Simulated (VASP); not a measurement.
## ZnO (zincite) with r2SCAN + rVV10: from relaxation to properties

Aim: relax ZnO (zincite) with r2SCAN + rVV10, compute its properties on that cell and hold them against experiment. The steps: relaxing cell and atoms (r2SCAN + rVV10), density, ELF and potential (r2SCAN + rVV10), band structure (r2SCAN + rVV10), density of states (r2SCAN + rVV10), zone-centre phonons (r2SCAN + rVV10), optical spectrum (r2SCAN + rVV10), band structure (HSE06) and bands along the symmetry lines (TB-mBJ). Left out of this account: 1 further run (core levels: core levels are not valid at this level). The start is a cell from a database of measured crystal structures.

Program: VASP 6.6.1. Level of theory: r2SCAN with rVV10; plane waves and PAW (Zn, O), in the first sound run; inputs show where later runs differ. Results are calculated unless marked as measured.

**Measured values to reproduce.**

For ZnO, wurtzite (polycrystalline, from oxalate precursor, 298 K), “Local structures of polar wurtzites Zn1-xMgxO studied by Raman and 67Zn/25Mg NMR spectroscopies and by total neutron scattering” (2008, arxiv:0808.0492) gives, by time-of-flight neutron powder diffraction: lattice constant a (a, Rietveld) 3.24945 ± 1e-05 Å; lattice constant c (c, Rietveld) 5.20574 ± 3e-05 Å.

For ZnO, wurtzite (bulk crystal), “Effect of Strain and Surface Proximity on the Acceptor Grouping in ZnO” (2023, pmc:10652265) quotes earlier work: band gap (experimental band gap quoted from earlier work) about 3.38 eV [literature gap quoted in the computational methods as the target for the +U parameters …].

For ZnO, wurtzite (single microrod grown by vapour-phase transport, unstrained, light polarised perpendicular to c, 300 K), “Two Photon–Pumped Whispering‐Gallery Mode Lasing and Dynamic Regulation” (2019, pmc:6864518) gives, by polarised confocal micro-Raman, 532 nm: Raman mode (E2(low)) 95 cm⁻¹ [single microrod on PET; all modes in this set lie about 4 cm-1 below usual ZnO values …]; Raman mode (A1(TO)) 374 cm⁻¹ [single microrod on PET; all modes in this set lie about 4 cm-1 below usual ZnO values …]; Raman mode (E2(high)) 434.6 cm⁻¹ [single microrod on PET; all modes in this set lie about 4 cm-1 below usual ZnO values …].

Report form: the programs' logs are mostly left out.

### Step 1. The structure

Before any relaxation, the start is as follows. It takes space group P6_3mc (No. 186, hexagonal). The conventional cell has a = 3.249 Å, b = 3.249 Å, c = 5.206 Å, α = 90.00°, β = 90.00°, γ = 120.00°. Nearest to Zn lie 4 O at 1.97 to 1.98 Å. Nearest to O lie 4 Zn at 1.97 to 1.98 Å. Farther neighbours and most contacts between anions are not listed.

Coordinates:

```
Zn O
1.0
     3.24931    0.00000    0.00000
    -1.62465    2.81398    0.00000
     0.00000    0.00000    5.20571
Zn O
2 2
Direct
  0.33333 0.66667 0.50000
  0.66667 0.33333 0.00000
  0.66667 0.33333 0.37901
  0.33333 0.66667 0.87901
```

### Step 2. Relaxing cell and atoms (r2SCAN + rVV10)

Properties are meant for the cell that this level of theory prefers, so cell and atoms are relaxed first (ISIF = 3) until forces and stress are small; EDIFFG sets the threshold. r2SCAN adds the kinetic-energy density, costs more than a GGA and is run with LASPH. LUSE_VDW switches on a nonlocal correlation term for dispersion.

Contents of INCAR:

```
SYSTEM = ZnO
PREC = Accurate
ENCUT = 520
EDIFF = 1E-06
NELM = 100
ISMEAR = 0
SIGMA = 0.05
LREAL = .FALSE.
ALGO = Normal
METAGGA = R2SCAN
LUSE_VDW = .TRUE.
IVDW_NL = 2
BPARAM = 11.95
CPARAM = 0.0093
LASPH = .TRUE.
NBANDS = 24
LORBIT = 11
LWAVE = .FALSE.
LCHARG = .FALSE.
KPAR = 4
IBRION = 2
NSW = 60
ISIF = 3
EDIFFG = -0.01
```

Contents of POSCAR:

```
ZnO
1.0
    3.2493080000      0.0000000000      0.0000000000
   -1.6246540000      2.8139832727      0.0000000000
    0.0000000000      0.0000000000      5.2057090000
Zn O
2 2
Direct
    0.3333333333      0.6666666667      0.5000000000
    0.6666666667      0.3333333333      0.0000000000
    0.6666666667      0.3333333333      0.3790100000
    0.3333333333      0.6666666667      0.8790100000
```

Contents of KPOINTS:

```
Automatic mesh
0
Gamma
8 8 5
0 0 0
```

The projector-augmented-wave data sets are Zn and O (PBE family, release 64).

On the command line:

```
$ mpirun -np 4 vasp_std
```

It took 5.2 min on 4 MPI ranks of AMD EPYC 7R43, shared host; peak memory 0.99 GiB.

The gap is read on the k-mesh alone, so it is an upper bound where the band edges lie off the mesh. The PAW data sets were made with PBE, which is usual practice but a small mismatch for other functionals. The run keeps the 12 symmetry operations of its start, so it cannot find a distortion of lower symmetry.

Step by step:

```
step  energy less that of the first step (eV)  largest force (eV/Å)  pressure (GPa)  volume (Å³)
   1                                   0.0000                0.0858           -1.46        47.60
   2                                  -0.0028                0.0394            1.02        46.85
   3                                  -0.0037                0.0015            0.29        47.09
   4                                  -0.0037                0.0089            0.05        47.14
   5                                  -0.0037                0.0071            0.06        47.13
   6                                  -0.0037                0.0046            0.10        47.11
   7                                  -0.0037                0.0065            0.07        47.15
```

```
conventional cell, symmetrised  before  after  change
                         a (Å)   3.249  3.234  -0.5 %
                         b (Å)   3.249  3.234  -0.5 %
                         c (Å)   5.206  5.207  +0.0 %
              volume (Å³/atom)   11.90  11.79  -0.9 %
```

The relaxed structure:

```cif
data_structure
_symmetry_space_group_name_H-M 'P 1'
_symmetry_Int_Tables_number 1
_cell_length_a 3.2336
_cell_length_b 3.2336
_cell_length_c 5.2066
_cell_angle_alpha 90.000
_cell_angle_beta 90.000
_cell_angle_gamma 120.000
_cell_volume 47.15
loop_
_atom_site_label
_atom_site_type_symbol
_atom_site_fract_x
_atom_site_fract_y
_atom_site_fract_z
_atom_site_occupancy
Zn1 Zn 0.33333 0.66667 0.49943 1
Zn2 Zn 0.66667 0.33333 0.99943 1
O3 O 0.66667 0.33333 0.37958 1
O4 O 0.33333 0.66667 0.87958 1
```

Numbers from this step:

```yaml
electrons: 36
bands: 24
irreducible_k_points: 30
symmetry_operations: 12
free_energy_toten: -35.25 eV
fermi_energy: 1.169 eV
pressure: 0.06667 GPa
metallic: no
valence_top_at_k: 0, 0, 0
conduction_bottom_at_k: 0, 0, 0
least_direct_gap_at_k: 0, 0, 0
scf_cycles_over_all_ionic_steps: 54
gap_on_the_k_mesh: 1.180 eV
least_direct_gap_on_the_k_mesh: 1.180 eV
```

It ends with a largest force of 0.007 eV/Å and a pressure of 0.07 GPa. The volume lies -0.9 % from that of the database's start, which holds the thermal and zero-point expansion of its experiment.

### Step 3. Density, ELF and potential (r2SCAN + rVV10)

A single point on the relaxed cell gives a clean self-consistent state, with density, ELF and potential written out.

INCAR, as its differences from that of step 2:

```diff
@@ -18,7 +18,5 @@
 LWAVE = .FALSE.
-LCHARG = .FALSE.
-KPAR = 4
-IBRION = 2
-NSW = 60
-ISIF = 3
-EDIFFG = -0.01
+LCHARG = .TRUE.
+ISIF = 2
+LELF = .TRUE.
+LVHAR = .TRUE.
```

Contents of POSCAR:

```
ZnO
1.0
    3.2335807289      0.0000000000      0.0000000000
   -1.6167903645      2.8003630564      0.0000000000
    0.0000000000      0.0000000000      5.2065965983
Zn O
2 2
Direct
    0.3333333333      0.6666666667      0.4994298289
    0.6666666667      0.3333333333      0.9994298289
    0.6666666667      0.3333333333      0.3795801711
    0.3333333333      0.6666666667      0.8795801711
```

KPOINTS is that of step 2.

On the command line:

```
$ mpirun -np 4 vasp_std
```

Elapsed: 57 s, on 4 MPI ranks; peak memory 0.57 GiB.

This step gave:

```
SCF cycles : 16
pressure   : -0.02369 GPa
```

Valence electrons inside each PAW sphere by angular momentum. Sphere charges, by row:

```
atom  s (e)  p (e)  d (e)  tot (e)
 Zn1  0.439  0.489  9.923    10.85
 Zn2  0.439  0.489  9.923    10.85
  O3  1.552  3.486      0    5.038
  O4  1.552  3.486      0    5.038
```

Electrostatic potential energy in the ac plane at fractional y = 0.333, with atoms of Zn and O within 0.2 Å of it. With pseudopotentials it is smooth inside the atoms' cores, unlike the true potential.

Values in eV, 22 rows by 14 columns, each cell a mean:
```
  0   2   3   3   1  -3  -8  -7  -5  -4  -4  -6  -9  -7
  1   2   3   3   2  -1  -7  -9  -7  -6  -6  -8  -9  -4
  2   3   3   3   2   1  -3  -7  -9  -9  -9  -9  -5  -1
  3   4   4   4   3   3   1  -2  -5  -6  -6  -4  -1   2
  4   4   4   4   4   4   3   2   0   0   0   1   2   3
  4   4   4   4   4   4   4   3   3   3   3   3   3   4
  3   3   3   3   3   3   4   4   4   4   4   4   4   4
  2   1   1   1   1   2   3   4   4   4   4   4   4   3
  0  -1  -2  -2   0   1   3   4   4   4   4   4   3   2
 -1  -3  -5  -5  -3   0   2   3   3   2   2   3   3   1
 -1  -4  -6  -5  -3   0   1   0  -5 -11  -8  -2   1   1
 -1  -3  -5  -5  -3   0   0  -9 -30 -38 -34 -19  -3   0
  0  -1  -2  -2  -1   1  -3 -24 -43 -46 -45 -35 -11   0
  2   1   0   1   1   2  -3 -28 -44 -46 -46 -38 -13   1
  3   3   2   2   3   3   0 -16 -38 -45 -43 -29  -6   2
  4   4   3   4   4   4   2  -3 -16 -26 -22  -9   1   3
  4   4   4   4   4   4   3   1  -1  -4  -3   0   2   3
  3   4   4   4   4   3   1  -1  -3  -5  -4  -2   0   2
  2   3   4   4   3   1  -2  -7  -9  -9  -9  -8  -5  -1
  1   3   4   3   2  -1  -7  -9  -8  -7  -7  -8  -9  -4
  0   2   3   3   1  -3  -9  -8  -5  -4  -5  -6  -9  -7
  0   2   3   3   1  -4  -9  -7  -4  -3  -4  -6  -8  -8
```
Columns run along a (3.2 Å; values clipped at the 3rd and 97th percentile), rows up along c (5.2 Å). Atoms in or near the plane, at fractional coordinates: Zn at (0.67, 0.00), O at (0.67, 0.38).

ELF in the ac plane at fractional y = 0.333, with atoms of Zn and O within 0.2 Å of it. It is the smooth field of the valence electrons, not physical close to the nuclei.

Ten even steps from '0' (0.00) to '9' (0.84):
```
13555311100000011
25666421100000111
35776521111001111
35676531122222111
35666531111221112
34554421111111111
22333211000000001
11111110000000000
01111100000000000
11111100011111000
11111111123443211
11222112356776531
11222113689998752
11121125899999973
21111136999889985
21111147997568996
31111248997457997
41101258998778997
31000247999999986
21000135799999874
10000013466776542
00000011122222211
00000011111111111
10000111211001111
11111112100000121
11222112100000011
12443211100000011
```
Columns run along a (3.2 Å), rows up along c (5.2 Å). Atoms in or near the plane, at fractional coordinates: Zn at (0.67, 0.00), O at (0.67, 0.38).

Valence density in the ac plane at fractional y = 0.333, with atoms of Zn and O within 0.2 Å of it. It is the smooth field of the valence electrons, not physical close to the nuclei.

Ten steps, logarithmic in the rise over the least value, from '0' (0 e/Å³) to '9' (19 e/Å³):
```
11111122579998742
12222222467887532
12222212245665321
11222111123332211
11111111111111111
11111100000000000
00111000000000000
00000000000000000
00000000000000000
00000000000000000
01111100011111000
11111111112222111
11121111233333221
11121112345554322
11111122456776532
11111123467777542
11111123467877542
10000112457776532
10000012346665432
00000011234444321
00000001123333211
00000001122222210
00000001123332210
00000001245665321
10000012467887531
11101112579998642
11111113589999742
```
Columns run along a (3.2 Å), rows up along c (5.2 Å). Atoms in or near the plane, at fractional coordinates: Zn at (0.67, 0.00), O at (0.67, 0.38).

In this run the pressure is -0.02 GPa, small enough to go on.

### Step 4. Band structure (r2SCAN + rVV10)

The mesh alone shows little of the dispersion and can miss band extrema, so KPOINTS_OPT adds a path through the symmetry points after the self-consistent cycle.

INCAR, as its differences from that of step 3:

```diff
@@ -15,8 +15,6 @@
 LASPH = .TRUE.
-NBANDS = 24
+NBANDS = 32
 LORBIT = 11
 LWAVE = .FALSE.
-LCHARG = .TRUE.
-ISIF = 2
-LELF = .TRUE.
-LVHAR = .TRUE.
+LCHARG = .FALSE.
+KPAR = 4
```

POSCAR is that of step 3.

KPOINTS is that of step 3.

Contents of KPOINTS_OPT:

```
Line mode
16
Line-mode
Reciprocal
  0.00000000   0.00000000   0.00000000 GAMMA
  0.50000000   0.00000000   0.00000000 M

  0.50000000   0.00000000   0.00000000 M
  0.33333333   0.33333333   0.00000000 K

  0.33333333   0.33333333   0.00000000 K
  0.00000000   0.00000000   0.00000000 GAMMA

  0.00000000   0.00000000   0.00000000 GAMMA
  0.00000000   0.00000000   0.50000000 A

  0.00000000   0.00000000   0.50000000 A
  0.50000000   0.00000000   0.50000000 L

  0.50000000   0.00000000   0.50000000 L
  0.33333333   0.33333333   0.50000000 H

  0.33333333   0.33333333   0.50000000 H
  0.00000000   0.00000000   0.50000000 A

  0.50000000   0.00000000   0.50000000 L
  0.50000000   0.00000000   0.00000000 M

  0.33333333   0.33333333   0.00000000 K
  0.33333333   0.33333333   0.50000000 H
```

On the command line:

```
$ mpirun -np 4 vasp_std
```

Elapsed: 3 min, on 4 MPI ranks; peak memory 0.98 GiB.

This step gave:

- SCF cycles: 15
- bands: 32
- Fermi energy: 1.147 eV
- pressure: -0.01022 GPa
- least gap on mesh and path: 1.180 eV
- least direct gap on mesh and path: 1.180 eV

Electronic bands along the path, in eV, zero at the valence-band top; v1 is the highest filled band, c1 the lowest empty one:

```
          point     v4     v3     v2     v1    c1    c2     c3
              Γ  -0.82  -0.10   0.00   0.00  1.18  5.84   8.78
0.47 of the way  -1.58  -1.47  -0.48  -0.37  3.47  7.57   8.67
              M  -2.88  -2.35  -1.32  -0.88  6.40  7.29   8.02
0.47 of the way  -3.19  -2.46  -1.55  -1.21  7.04  7.85   8.04
              K  -3.57  -1.97  -1.97  -1.79  8.04  8.44   8.44
0.47 of the way  -2.45  -1.89  -0.77  -0.72  4.56  8.14   8.97
              Γ  -0.82  -0.10   0.00   0.00  1.18  5.84   8.78
0.47 of the way  -0.71  -0.71  -0.10  -0.10  2.18  5.32   9.24
              A  -0.40  -0.40  -0.40  -0.40  3.89  3.89  10.79
0.53 of the way  -1.39  -1.39  -1.02  -1.02  5.36  5.36  10.04
              L  -1.57  -1.57  -1.42  -1.42  6.19  6.19   9.16
0.47 of the way  -2.13  -2.13  -1.33  -1.33  6.89  6.89   9.19
              H  -2.76  -2.76  -1.30  -1.30  8.44  8.44   8.68
0.47 of the way  -1.53  -1.53  -1.29  -1.29  5.82  5.82   9.95
              A  -0.40  -0.40  -0.40  -0.40  3.89  3.89  10.79
      jump to L  -1.57  -1.57  -1.42  -1.42  6.19  6.19   9.16
0.53 of the way  -2.36  -2.13  -1.18  -1.05  6.05  6.99   8.52
              M  -2.88  -2.35  -1.32  -0.88  6.40  7.29   8.02
      jump to K  -3.57  -1.97  -1.97  -1.79  8.04  8.44   8.44
0.47 of the way  -3.51  -2.05  -1.66  -1.66  8.18  8.50   8.51
              H  -2.76  -2.76  -1.30  -1.30  8.44  8.44   8.68
```

Of the projections kept (Zn, O), the largest for each band there; the rest of the weight can lie on other orbitals:

```
point       v4       v3       v2      v1       c1       c2       c3
    Γ   O 0.60   O 0.65   O 0.62  O 0.62  Zn 0.60  Zn 0.80   O 0.74
    M  Zn 0.59   O 0.56   O 0.52  O 0.61  Zn 0.62  Zn 0.56  Zn 0.70
    K  Zn 0.78  Zn 0.52  Zn 0.52  O 0.51  Zn 0.92  Zn 0.53  Zn 0.53
    Γ   O 0.60   O 0.65   O 0.62  O 0.62  Zn 0.60  Zn 0.80   O 0.74
    A   O 0.61   O 0.61   O 0.61  O 0.61   O 0.56   O 0.56  Zn 0.77
    L   O 0.57   O 0.57   O 0.58  O 0.58  Zn 0.78  Zn 0.78   O 0.57
```

The path finds the gap of the mesh within 0.02 eV, so the mesh comes close to both band edges.

### Step 5. Density of states (r2SCAN + rVV10)

A density of states needs more k-points than a total energy; ISMEAR = -5 takes tetrahedra, and LORBIT projects the states on the PAW spheres. The mesh is finer than in the run before.

INCAR, as its differences from that of step 4:

```diff
@@ -5,3 +5,3 @@
 NELM = 100
-ISMEAR = 0
+ISMEAR = -5
 SIGMA = 0.05
@@ -20 +20,2 @@
 KPAR = 4
+NEDOS = 2001
```

POSCAR is that of step 4.

Contents of KPOINTS:

```
Automatic mesh
0
Gamma
12 12 7
0 0 0
```

On the command line:

```
$ mpirun -np 4 vasp_std
```

Wall time 2.5 min (4 MPI ranks); peak memory 1.2 GiB.

Numbers from this step:

```yaml
irreducible_k_points: 76
fermi_energy: 0.9435 eV
pressure: -0.01056 GPa
```

The density of states has structure finer than the step of the table below, so its rows give means over 0.5 eV, whole bins alone (the curve runs from -12.0 to 9.18 eV). Peaks (eV: height): total -6.14: 12.8, -5.59: 20.7, -4.45: 27.3, -4.32: 25.7, -3.77: 6.78, -1.23: 6.95; Zn d -5.59: 14.0, -4.45: 26.4, -4.32: 25.0, -3.77: 4.53; O p -6.14: 3.08, -5.84: 2.16, -5.59: 3.96, -3.77: 1.06, -1.48: 2.19, -1.23: 3.35.

States under -12.0 eV and over 9.2 eV are left out. Table of density of states by energy, zero at the valence-band top; means over each step; values in states/eV/cell:

```
energy (eV)   total     Zn d      O p
       -7.0       0        0        0
       -6.5   0.187   0.0801   0.0471
       -6.0    8.29     4.15     1.96
       -5.5    11.8     7.86     2.31
       -5.0    3.95     2.68    0.720
       -4.5    13.7     13.2   0.0721
       -4.0    4.74     3.92    0.353
       -3.5    3.37     2.02    0.632
       -3.0    2.14     1.06    0.528
       -2.5    2.61     1.01    0.860
       -2.0    3.25     1.07     1.27
       -1.5    3.85     1.16     1.72
       -1.0    4.76     1.38     2.33
       -0.5    2.01    0.594     1.05
        0.0   0.295   0.0893    0.161
        0.5       0        0        0
        1.0  3.0e-5        0        0
        1.5  0.0133   1.0e-4  0.00147
        2.0  0.0556  0.00101  0.00919
        2.5   0.102  0.00167   0.0199
        3.0   0.159  0.00180   0.0341
        3.5   0.239  0.00193   0.0536
        4.0   0.306  0.00195   0.0699
        4.5   0.398  0.00284   0.0889
        5.0   0.531  0.00515    0.113
        5.5   0.717   0.0110    0.138
        6.0    1.09   0.0271    0.167
        6.5    1.14   0.0376    0.178
        7.0    1.07   0.0466    0.176
        7.5    1.18   0.0691    0.199
        8.0    1.07   0.0872    0.177
        8.5   0.837   0.0629    0.166
```

The gap on this mesh is 1.18 eV. In the top eV of the valence band the largest shares in the PAW spheres are O p 51 % and Zn d 29 %. The rest lies in smaller channels or between the spheres.

### Step 6. Zone-centre phonons (r2SCAN + rVV10)

Zone-centre modes test whether the atoms sit at a minimum within this cell. IBRION = 6 takes the force constants from differences of forces between displaced cells, so the forces must be tight.

Contents of INCAR:

```
SYSTEM = ZnO
PREC = Accurate
ENCUT = 520
EDIFF = 1E-08
NELM = 100
ISMEAR = 0
SIGMA = 0.05
LREAL = .FALSE.
ALGO = Normal
METAGGA = R2SCAN
LUSE_VDW = .TRUE.
IVDW_NL = 2
BPARAM = 11.95
CPARAM = 0.0093
LASPH = .TRUE.
NBANDS = 24
LORBIT = 11
LWAVE = .FALSE.
LCHARG = .FALSE.
KPAR = 4
IBRION = 6
NFREE = 2
POTIM = 0.015
ISIF = 2
NSW = 1
```

POSCAR is that of step 5.

Contents of KPOINTS:

```
Automatic mesh
0
Gamma
8 8 5
0 0 0
```

On the command line:

```
$ mpirun -np 4 vasp_std
```

It took 18 min on 4 MPI ranks; peak memory 1.8 GiB.

The last energy, forces, stress and levels in OUTCAR belong to the last displaced cell, not to the cell of POSCAR.

Numbers from this step:

* bands: 24
* irreducible k-points: 30
* pressure of the cell: 0.03114 GPa
* largest force of the cell: 0.007313 eV/Å

Transverse limit, no LO-TO splitting. Modes at Γ, with each element's share of the kinetic energy (negative means imaginary):

```
mode  frequency (cm⁻¹)  symmetry  Zn %  O %
   1              -6.9  acoustic    79   21
   2              -2.2  acoustic    81   19
   3              -2.2  acoustic    81   19
   4              87.3        E2    86   14
   5              87.3        E2    86   14
   6             272.8         B    99    1
   7             383.6        A1    21   79
   8             407.0        E1    19   81
   9             407.0        E1    19   81
  10             442.1        E2    14   86
  11             442.1        E2    14   86
  12             549.5         B     1   99
```

Displacements in mode 4 (87.3 cm⁻¹), the largest set to 1:
```
Zn1  0.74  1.00  0.00
Zn2 -0.74 -1.00  0.00
O3   0.61  0.82  0.00
O4  -0.61 -0.82  0.00
```

Displacements in mode 12 (549.5 cm⁻¹), the largest set to 1:
```
Zn1  0.00  0.00 -0.06
Zn2  0.00  0.00  0.06
O3   0.00  0.00 -1.00
O4   0.00  0.00  1.00
```

The three acoustic modes lie within 6.9 cm⁻¹ of zero, and all others are real. By the characters of their eigenvectors the optical modes sort into (cm⁻¹) Raman active: E2 87, A1 384, E1 407, E2 442; infrared active: A1 384, E1 407; silent: B 273, B 550. B labels carry no number here, since it depends on the setting of the axes.

(Part 1 of 2 ends here.)

[Lines on the potential files, build, host, timing and source positions are cut from VASP's logs without a mark.]

[Logs are printed without paths, hosts, clocks, repeated set-up lines and the standing remarks that a program may print on its own settings, such as how far it seeks lower states.]

[Hosts, paths, dates, database ids (printed as entryN), source tags and the programs' standing remarks are cut or masked in the printed files.]

[A measured line is paired with the nearest computed mode of its activity, which favours agreement.]
